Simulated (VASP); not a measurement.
Output of a VASP run:

OSZICAR:
```
       N       E                     dE             d eps       ncg     rms          rms(c)
DAV:   1     0.326331898891E+02    0.32633E+02   -0.39845E+03 21720   0.135E+03
DAV:   2    -0.125132531032E+02   -0.45146E+02   -0.42068E+02 20126   0.232E+02
DAV:   3    -0.142598319450E+02   -0.17466E+01   -0.17100E+01 21798   0.583E+01
DAV:   4    -0.142832644558E+02   -0.23433E-01   -0.23419E-01 24698   0.577E+00
DAV:   5    -0.142838146866E+02   -0.55023E-03   -0.55020E-03 21818   0.780E-01    0.109E+01
DAV:   6    -0.124976077385E+02    0.17862E+01   -0.77135E+00 21816   0.901E+01    0.878E+00
DAV:   7    -0.119606511543E+02    0.53696E+00   -0.27133E+00 22920   0.409E+01    0.246E+00
DAV:   8    -0.119593041687E+02    0.13470E-02   -0.40313E-02 23288   0.318E+00    0.175E+00
DAV:   9    -0.119506181012E+02    0.86861E-02   -0.13545E-02 24918   0.368E+00    0.567E-01
DAV:  10    -0.119511232589E+02   -0.50516E-03   -0.74534E-03 26390   0.253E+00    0.215E-01
DAV:  11    -0.119511936564E+02   -0.70398E-04   -0.36495E-03 25052   0.183E+00    0.172E-01
DAV:  12    -0.119510809025E+02    0.11275E-03   -0.75944E-04 26280   0.747E-01    0.397E-02
DAV:  13    -0.119510870083E+02   -0.61059E-05   -0.41501E-04 20682   0.298E-01    0.243E-02
DAV:  14    -0.119510916673E+02   -0.46590E-05   -0.10108E-04 21008   0.148E-01    0.153E-02
DAV:  15    -0.119510537074E+02    0.37960E-04   -0.11443E-04 20234   0.146E-01    0.715E-03
DAV:  16    -0.119511221577E+02   -0.68450E-04   -0.29516E-04 20314   0.229E-01    0.155E-02
DAV:  17    -0.119510777807E+02    0.44377E-04   -0.48679E-04 20222   0.289E-01    0.575E-03
DAV:  18    -0.119510676487E+02    0.10132E-04   -0.32957E-05 20580   0.884E-02    0.569E-03
DAV:  19    -0.119510693689E+02   -0.17202E-05   -0.43992E-06 20660   0.325E-02    0.455E-03
DAV:  20    -0.119510692630E+02    0.10593E-06   -0.86899E-07 19648   0.131E-02
   1 F= -.11951069E+02 E0= -.11950393E+02  d E =-.135245E-02  mag=     0.0000     0.0000     0.7451
       N       E                     dE             ncg
```

### OUTCAR
```
------------------------ aborting loop because EDIFF is reached ----------------------------------------
  FORCE on cell =-STRESS in cart. coord.  units (eV):
  Direction    XX          YY          ZZ          XY          YZ          ZX
  --------------------------------------------------------------------------------------
  Total        0.0064068      0.0064068      0.0048196     -0.0000023      0.0000000     -0.0000000
  in kB        0.9773992      0.9773992      0.7352567     -0.0003550      0.0000000     -0.0000000
  external PRESSURE =       0.8966850 kB  Pullay stress =       0.0000000 kB
  volume of cell :       10.50
      direct lattice vectors                 reciprocal lattice vectors
     0.000000000  1.738133132  1.738133132    -0.287664961  0.287664961  0.287664961
     1.738133132  0.000000000  1.738133132     0.287664961 -0.287664961  0.287664961
     1.738133132  1.738133132  0.000000000     0.287664961  0.287664961 -0.287664961
 POSITION                                       TOTAL-FORCE (eV/Angst)
 -----------------------------------------------------------------------------------
      0.00000      0.00000      0.00000        -0.000000      0.000000      0.000000
 -----------------------------------------------------------------------------------
    total drift:                                0.000000     -0.000000     -0.000000
  FREE ENERGIE OF THE ION-ELECTRON SYSTEM (eV)
  ---------------------------------------------------
  free  energy   TOTEN  =       -11.9510692630 eV

  energy  without entropy=      -11.9497168087  energy(sigma->0) =      -11.95039304

 total charge

# of ion       s       p       d       tot
------------------------------------------
    1        0.532   0.552   8.323   9.407

 magnetization (x)

# of ion       s       p       d       tot
------------------------------------------
    1        0.000   0.000   0.000   0.000

 magnetization (y)

# of ion       s       p       d       tot
------------------------------------------
    1        0.000   0.000   0.000   0.000

 magnetization (z)

# of ion       s       p       d       tot
------------------------------------------
    1       -0.009  -0.043   0.815   0.764

 Ion:    1  E_soc:     -0.0168588
```
(Selected blocks of OUTCAR.)

POSCAR:
```
Ni
1
    0.0000000000     1.7381331323     1.7381331323
    1.7381331323     0.0000000000     1.7381331323
    1.7381331323     1.7381331323    -0.0000000000
Ni
1
Direct
  1.0000000000   1.0000000000   0.0000000000
```

Task: Write an INCAR and KPOINTS that could have produced this output.

Result: Several could match; the one computed here: the input of the run itself, r2SCAN meta-GGA with spin-orbit coupling, plane waves, VASP's PBE PAW potentials (set 64).

INCAR:
```
ALGO = Normal
EDIFF = 1E-6
ENCUT = 400
GGA_COMPAT = .FALSE.
ISMEAR = 0
LASPH = .TRUE.
LCHARG = .FALSE.
LMAXMIX = 4
LMIXTAU = .TRUE.
LORBIT = 11
LREAL = .FALSE.
LSORBIT = .TRUE.
LWAVE = .FALSE.
MAGMOM = 2*0 0.8
METAGGA = R2SCAN
NELM = 100
PREC = Accurate
SIGMA = 0.05
SYSTEM = Ni
```

KPOINTS:
```
Automatic mesh
0
Gamma
16 16 16
0 0 0
```

KPOINTS_OPT:
```
k-points along high-symmetry lines
8
Line-mode
Reciprocal
  0.000000   0.000000   0.000000 ! GAMMA
  0.500000   0.000000   0.500000 ! X

  0.500000   0.000000   0.500000 ! X
  0.625000   0.250000   0.625000 ! U

  0.375000   0.375000   0.750000 ! K
  0.000000   0.000000   0.000000 ! GAMMA

  0.000000   0.000000   0.000000 ! GAMMA
  0.500000   0.500000   0.500000 ! L

  0.500000   0.500000   0.500000 ! L
  0.500000   0.250000   0.750000 ! W

  0.500000   0.250000   0.750000 ! W
  0.500000   0.000000   0.500000 ! X
```

POTCAR, in this order: Ni (PBE.64 set). Program: vasp_ncl.

The compound is Ni in the fcc structure. It was relaxed first.
